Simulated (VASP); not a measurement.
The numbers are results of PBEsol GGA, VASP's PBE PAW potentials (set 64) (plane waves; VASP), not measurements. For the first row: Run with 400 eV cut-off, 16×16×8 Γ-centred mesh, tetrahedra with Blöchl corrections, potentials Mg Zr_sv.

| system | energy (eV/atom) |
|---|---|
| MgZr (space group P-6m2) | -5.3411 |
| Mg (hcp) | -1.7234 |
| Zr (hcp) | -9.0803 |

The references are the elements' solids at the same level; no temperature or zero-point terms are added.

Task: What is the formation energy per atom of MgZr?

Result: The references average (1×(-1.7234) + 1×(-9.0803))/2 = -5.4018 eV, so the formation energy is -5.3411 − (-5.4018) = 0.061 eV/atom.
